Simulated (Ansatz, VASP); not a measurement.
# Cross-check of SbAs (Stibarsen) between VASP and Ansatz, part 2 of 2

Aim: how closely do two programs agree when they are given the same cell, functional and k mesh? The cell is taken from a series of runs on this material, whose earlier steps may have relaxed, scaled, displaced or heated it; both programs get it as it stands.

VASP 6.6.1 and Ansatz 0.2.0.

So far: The structure; Ansatz: zone-centre phonons, PBEsol.

## (3) VASP: zone-centre phonons, PBEsol

Level of this step: PBEsol; plane waves and PAW (Sb, As) (VASP).

The same cell, functional, mesh and smearing now go to VASP, with its own data sets.

Lines of VASP's logs that name or quote its potential files are left out, and so is its time.

Input file INCAR:

```
SYSTEM = SbAs
PREC = Accurate
ENCUT = 500
EDIFF = 1E-08
NELM = 120
ISMEAR = 1
SIGMA = 0.2
LREAL = .FALSE.
ALGO = Normal
GGA = PS
NBANDS = 11
LORBIT = 11
LWAVE = .FALSE.
LCHARG = .FALSE.
ISIF = 2
IBRION = 8
LASPH = .TRUE.
GGA_COMPAT = .FALSE.
KPAR = 2
```

Input file POSCAR:

```
SbAs
1.0
    2.0376495046      1.1764374900      3.3272874596
   -2.0376495046      1.1764374900      3.3272874596
    0.0000000000     -2.3528749800      3.3272874596
Sb As
1 1
Direct
    0.5000000000      0.5000000000      0.5000000000
    0.0000000000      0.0000000000      0.0000000000
```

Input file KPOINTS:

```
Automatic mesh
0
Gamma
15 15 15
0 0 0
```

PAW data sets: Sb and As (PBE family, release 64).

The run is started by

```
> mpirun -np 2 vasp_std
```

Numbers of over 12 decimals in the logs are rounded to 6 here.

The log of the run:

```text
[banner, memory and clock lines left out]
running    2 mpi-ranks, on    1 nodes
 distrk:  each k-point on    1 cores,    2 groups
 distr:  one band on    1 cores,    1 groups

 POSCAR found type information on POSCAR SbAs
 POSCAR found :  2 types and       2 ions
|                                                                             |
|               ----> ADVICE to this user running VASP <----                  |
|                                                                             |
|     You enforced a specific xc type in the INCAR file but a different       |
|     [... a line on the potential file left out ...]
|     I HOPE YOU KNOW WHAT YOU ARE DOING!                                     |
|                                                                             |

 LDA part: xc-table for (Slater+PW92), standard interpolation
 POSCAR, INCAR and KPOINTS ok, starting setup
 FFT: planning ... GRIDC
 FFT: planning ... GRID_SOFT
 FFT: planning ... GRID
 WAVECAR not read
 entering main loop
       N       E                     dE             d eps       ncg     rms          rms(c)
DAV:   1     0.242672818481E+02    0.24267E+02   -0.39083E+03  7568   0.730E+02
DAV:   2    -0.825807360657E+01   -0.32525E+02   -0.31545E+02 10316   0.109E+02
DAV:   3    -0.967778898307E+01   -0.14197E+01   -0.14034E+01  9097   0.224E+01
DAV:   4    -0.968902516906E+01   -0.11236E-01   -0.11222E-01  8497   0.232E+00
DAV:   5    -0.968910778967E+01   -0.82621E-04   -0.82620E-04  8912   0.229E-01    0.302E+00
DAV:   6    -0.961856061960E+01    0.70547E-01   -0.27990E-01  8009   0.181E+00    0.181E+00
DAV:   7    -0.961719834772E+01    0.13623E-02   -0.23789E-02  8903   0.801E-01    0.721E-01
DAV:   8    -0.961640072441E+01    0.79762E-03   -0.22664E-03  8216   0.230E-01    0.939E-02
DAV:   9    -0.961636086808E+01    0.39856E-04   -0.52017E-04  8210   0.107E-01    0.493E-02
DAV:  10    -0.961635956147E+01    0.13066E-05   -0.31085E-05  8732   0.360E-02    0.116E-02
DAV:  11    -0.961635962980E+01   -0.68324E-07   -0.46984E-06  8441   0.114E-02    0.311E-03
DAV:  12    -0.961635938656E+01    0.24323E-06   -0.22117E-07  8522   0.289E-03    0.144E-03
DAV:  13    -0.961635944099E+01   -0.54426E-07   -0.11349E-08  5590   0.594E-04    0.642E-04
DAV:  14    -0.961635950413E+01   -0.63137E-07   -0.10869E-09  4432   0.255E-04    0.146E-04
DAV:  15    -0.961635949184E+01    0.12282E-07   -0.22869E-10  4246   0.100E-04    0.197E-05
DAV:  16    -0.961635949437E+01   -0.25307E-08   -0.28561E-11  4141   0.397E-05
   1 F= -.96163595E+01 E0= -.96164413E+01  d E =0.245347E-03
 Linear response reoptimize wavefunctions to high precision
DAV:   1    -0.961635949305E+01    0.13218E-08   -0.43597E-12  4474   0.163E-05
DAV:   2    -0.961635949306E+01   -0.28990E-11    0.11180E-13  4111   0.701E-06
 Linear response DOF=           4
 Linear response progress:
  Degree of freedom:   1/  4
       N       E                     dE             d eps       ncg     rms          rms(c)
RMM:   1    -0.239435118128E-01   -0.23944E-01    0.76391E-03 41221   0.120E+00
RMM:   2    -0.237643905204E-01    0.17912E-03   -0.14645E-03 31603   0.240E-01    0.765E-02
RMM:   3    -0.237236203075E-01    0.40770E-04   -0.27072E-05 32920   0.367E-02    0.452E-02
RMM:   4    -0.238055597894E-01   -0.81939E-04   -0.17087E-05 32495   0.276E-02    0.301E-03
RMM:   5    -0.238276292653E-01   -0.22069E-04   -0.41293E-07 33523   0.413E-03    0.783E-04
RMM:   6    -0.238297529929E-01   -0.21237E-05   -0.22671E-08 31720   0.700E-04    0.309E-04
RMM:   7    -0.238288795673E-01    0.87343E-06   -0.29629E-09 34105   0.211E-04    0.324E-05
RMM:   8    -0.238289899149E-01   -0.11035E-06   -0.48032E-09 34571   0.293E-05    0.156E-05
RMM:   9    -0.238289481653E-01    0.41750E-07   -0.59277E-09 34733   0.160E-05    0.132E-06
RMM:  10    -0.238289541285E-01   -0.59632E-08   -0.25032E-09 32030   0.372E-06    0.573E-07
 first order change of Fermi-energy   0.50384E-04
 force on displaced ion       1 direction 1 :   3.412   0.000   0.000
 Linear response progress:
  Degree of freedom:   2/  4
       N       E                     dE             d eps       ncg     rms          rms(c)
RMM:   1    -0.245016171469E-01   -0.24502E-01    0.20447E-03 15662   0.120E+00
RMM:   2    -0.237623887731E-01    0.73923E-03   -0.15435E-03 12076   0.252E-01    0.764E-02
RMM:   3    -0.237224698578E-01    0.39919E-04   -0.28058E-05 12538   0.379E-02    0.452E-02
RMM:   4    -0.238042076410E-01   -0.81738E-04   -0.17477E-05 12386   0.276E-02    0.300E-03
RMM:   5    -0.238262106716E-01   -0.22003E-04   -0.41135E-07 12742   0.410E-03    0.779E-04
RMM:   6    -0.238285046089E-01   -0.22939E-05   -0.15853E-08 12142   0.721E-04    0.305E-04
RMM:   7    -0.238276567077E-01    0.84790E-06    0.26082E-09 12977   0.206E-04    0.375E-05
RMM:   8    -0.238278019772E-01   -0.14527E-06    0.71853E-10 13045   0.320E-05    0.153E-05
RMM:   9    -0.238277605076E-01    0.41470E-07    0.25667E-09 13258   0.153E-05    0.139E-06
RMM:  10    -0.238277674048E-01   -0.68972E-08    0.24926E-09 11476   0.318E-06    0.610E-07
 first order change of Fermi-energy   0.34315E-04
 force on displaced ion       1 direction 3 :   0.000  -0.000   3.410
 Linear response progress:
  Degree of freedom:   3/  4
       N       E                     dE             d eps       ncg     rms          rms(c)
RMM:   1    -0.422042398197E-01   -0.42204E-01    0.68339E-02 46496   0.113E+00
RMM:   2    -0.434415941682E-01   -0.12374E-02   -0.13675E-03 31404   0.222E-01    0.857E-02
RMM:   3    -0.435582489865E-01   -0.11665E-03   -0.33746E-05 33145   0.366E-02    0.499E-02
RMM:   4    -0.439006200555E-01   -0.34237E-03   -0.27422E-05 32783   0.341E-02    0.341E-03
RMM:   5    -0.439066105529E-01   -0.59905E-05   -0.27803E-07 34068   0.418E-03    0.155E-03
RMM:   6    -0.438991849979E-01    0.74256E-05   -0.53354E-09 34300   0.613E-04    0.369E-04
RMM:   7    -0.438992094478E-01   -0.24450E-07    0.96662E-09 34097   0.175E-04    0.538E-05
RMM:   8    -0.438994645031E-01   -0.25506E-06   -0.79756E-09 35030   0.570E-05    0.101E-05
RMM:   9    -0.438993473956E-01    0.11711E-06    0.32176E-09 35414   0.129E-05    0.200E-06
RMM:  10    -0.438993573958E-01   -0.10000E-07    0.28782E-10 31175   0.458E-06    0.603E-07
RMM:  11    -0.438993563436E-01    0.10522E-08   -0.15854E-09 19830   0.317E-06    0.992E-08
 first order change of Fermi-energy   0.57816E-04
 force on displaced ion       2 direction 1 :   3.411  -0.000  -0.000
 Linear response progress:
  Degree of freedom:   4/  4
       N       E                     dE             d eps       ncg     rms          rms(c)
RMM:   1    -0.425249488022E-01   -0.42525E-01    0.65118E-02 17676   0.114E+00
RMM:   2    -0.434401684823E-01   -0.91522E-03   -0.14218E-03 11985   0.228E-01    0.856E-02
RMM:   3    -0.435571850057E-01   -0.11702E-03   -0.33385E-05 12586   0.370E-02    0.499E-02
RMM:   4    -0.438997545981E-01   -0.34257E-03   -0.27161E-05 12388   0.341E-02    0.341E-03
RMM:   5    -0.439049797541E-01   -0.52252E-05   -0.28152E-07 12907   0.412E-03    0.149E-03
RMM:   6    -0.438978871106E-01    0.70926E-05   -0.65490E-09 13044   0.619E-04    0.331E-04
RMM:   7    -0.438981253298E-01   -0.23822E-06   -0.21789E-09 12956   0.169E-04    0.521E-05
RMM:   8    -0.438983601965E-01   -0.23487E-06    0.12633E-08 13254   0.571E-05    0.101E-05
RMM:   9    -0.438982451101E-01    0.11509E-06    0.24008E-09 13479   0.131E-05    0.219E-06
RMM:  10    -0.438982656924E-01   -0.20582E-07    0.79084E-09 11733   0.448E-06    0.848E-07
RMM:  11    -0.438982619869E-01    0.37056E-08    0.64538E-09  8835   0.331E-06    0.986E-08
 first order change of Fermi-energy   0.41254E-03
 force on displaced ion       2 direction 3 :   0.000  -0.000   3.409
 Linear response finished
```

From OUTCAR (step 3):

```text
ion  position               nearest neighbor table
   1  0.500  0.500  0.500-   2 2.88   2 2.88   2 2.88   2 2.88   2 2.88   2 2.88
   2  0.000  0.000  0.000-   1 2.88   1 2.88   1 2.88   1 2.88   1 2.88   1 2.88

  LATTYP: Found a trigonal (rhomboedric) cell.
 ALAT       =     4.0751518389
 COS(alpha) =     0.4999638853

 Subroutine GETGRP returns: Found 12 space group operations
 (whereof 12 operations were pure point group operations)

The static configuration has the point symmetry D_3d.

 Found    344 irreducible k-points:

   k-points           NKPTS =    344   k-points in BZ     NKDIM =    344   number of bands    NBANDS=     11

   dimension x,y,z NGX =    30 NGY =   30 NGZ =   30
   dimension x,y,z NGXF=    60 NGYF=   60 NGZF=   60

   ENCUT  =  500.0 eV  36.75 Ry    6.06 a.u.   7.43  7.43  7.43*2*pi/ulx,y,z

   NELECT =      10.0000    total number of electrons

 k-points in reciprocal lattice and weights: Automatic mesh
   0.00000000  0.00000000  0.00000000       0.000
   0.06666667 -0.00000000 -0.00000000       0.002
   0.13333333 -0.00000000 -0.00000000       0.002
   0.20000000 -0.00000000  0.00000000       0.002
   0.26666667 -0.00000000 -0.00000000       0.002
   0.33333333 -0.00000000  0.00000000       0.002
   0.40000000 -0.00000000 -0.00000000       0.002
   0.46666667  0.00000000  0.00000000       0.002
   0.06666667  0.06666667 -0.00000000       0.002
[...]
0.46666667  0.46666667  0.46666667       0.001
  -0.46666667  0.46666667  0.46666667       0.002

 average (electrostatic) potential at core
       1 -85.8684       2 -47.6593

  Total        0.0437014      0.0437014      0.0441334      0.0000000      0.0000000      0.0000000
  in kB        1.4630721      1.4630721      1.4775345      0.0000000      0.0000000      0.0000000
  external PRESSURE =       1.4678929 kB  Pullay stress =       0.0000000 kB

  energy-cutoff  :      500.00
  volume of cell :       47.86
      direct lattice vectors                 reciprocal lattice vectors
     2.037649505  1.176437490  3.327287460     0.245380768  0.141670652  0.100181706
    -2.037649505  1.176437490  3.327287460    -0.245380768  0.141670652  0.100181706
     0.000000000 -2.352874980  3.327287460     0.000000000 -0.283341305  0.100181706

 POSITION                                       TOTAL-FORCE (eV/Angst)
 -----------------------------------------------------------------------------------
      0.00000      0.00000      4.99093         0.000000     -0.000000      0.000000
      0.00000      0.00000      0.00000        -0.000000      0.000000      0.000000
 -----------------------------------------------------------------------------------
    total drift:                                0.000000      0.000000     -0.000000

 Eigenvectors and eigenvalues of the dynamical matrix
 ----------------------------------------------------

   1 f  =    0.000220 THz     0.001384 2PiTHz    0.007346 cm-1     0.000911 meV
             X         Y         Z           dx          dy          dz
      0.000000  0.000000  4.990931    -0.786766    0.000000    0.000000
      0.000000  0.000000  0.000000    -0.617252   -0.000000    0.000000

   2 f  =    0.000220 THz     0.001384 2PiTHz    0.007346 cm-1     0.000911 meV
             X         Y         Z           dx          dy          dz
      0.000000  0.000000  4.990931    -0.000000   -0.786766    0.000000
      0.000000  0.000000  0.000000    -0.000000   -0.617252    0.000000

   3 f  =    0.000211 THz     0.001325 2PiTHz    0.007034 cm-1     0.000872 meV
             X         Y         Z           dx          dy          dz
      0.000000  0.000000  4.990931     0.000000   -0.000000   -0.786767
      0.000000  0.000000  0.000000    -0.000000    0.000000   -0.617250

   4 f/i=    4.238814 THz    26.633251 2PiTHz  141.391601 cm-1    17.530316 meV
             X         Y         Z           dx          dy          dz
      0.000000  0.000000  4.990931     0.000000   -0.000000   -0.617250
      0.000000  0.000000  0.000000    -0.000000    0.000000    0.786767

   5 f/i=    4.239696 THz    26.638799 2PiTHz  141.421052 cm-1    17.533968 meV
             X         Y         Z           dx          dy          dz
      0.000000  0.000000  4.990931     0.617252    0.000000    0.000000
      0.000000  0.000000  0.000000    -0.786766   -0.000000    0.000000

   6 f/i=    4.239696 THz    26.638799 2PiTHz  141.421052 cm-1    17.533968 meV
             X         Y         Z           dx          dy          dz
      0.000000  0.000000  4.990931     0.000000    0.617252   -0.000000
      0.000000  0.000000  0.000000     0.000000   -0.786766    0.000000

 ELASTIC MODULI CONTR FROM IONIC RELAXATION (kBar)
 Direction    XX          YY          ZZ          XY          YZ          ZX
 --------------------------------------------------------------------------------
 XX           0.0000      0.0000      0.0000      0.0000      0.0000      0.0000
 YY           0.0000      0.0000      0.0000      0.0000      0.0000      0.0000
 ZZ           0.0000      0.0000      0.0000      0.0000      0.0000      0.0000
 XY           0.0000      0.0000      0.0000      0.0000      0.0000      0.0000
 YZ           0.0000      0.0000      0.0000      0.0000      0.0000      0.0000
 ZX           0.0000      0.0000      0.0000      0.0000      0.0000      0.0000
 --------------------------------------------------------------------------------
```

## (4) Comparison

Known differences besides the potentials themselves: the data sets hold 30 valence electrons in Ansatz (on its default PAW (the set named soft_2) files) and 10 in VASP; the cutoff is 420 eV in Ansatz and 500 eV in VASP; Ansatz makes its cores anew for this functional, VASP keeps those of its PBE data sets. Total energies have different zeros and are not compared.

Both answers:

| quantity | Ansatz | VASP | difference |
| --- | --- | --- | --- |
| optical mode 1 to 3 (imaginary, printed as negative) (cm⁻¹) | -146.2 | -141.4 | -4.8 |

Modes are paired by rising frequency, not by their patterns, so a pair may set unlike modes beside each other; they are those without the splitting of longitudinal modes.

## (5) Results

| Item | Value |
| --- | --- |
| r.m.s. difference of the optical zone-centre modes, each program's sorted by frequency (zone-centre phonons, PBEsol) | 4.8 cm⁻¹ |

The r.m.s. difference of the optical zone-centre modes, each program's sorted by frequency is 4.8 cm⁻¹ (zone-centre phonons, PBEsol). The data sets hold unlike numbers of valence electrons (30 in Ansatz and 10 in VASP), so part of the differences comes from the potentials. How closely two codes agree says nothing of how well the functional describes the real material.

[Lines on the potential files, build, host, timing and source positions are cut from VASP's logs without a mark.]

[Logs are printed without paths, hosts, clocks, repeated set-up lines and the standing remarks that a program may print on its own settings, such as how far it seeks lower states.]

[Hosts, paths, dates, database ids (printed as entryN), source tags and the programs' standing remarks are cut or masked in the printed files.]
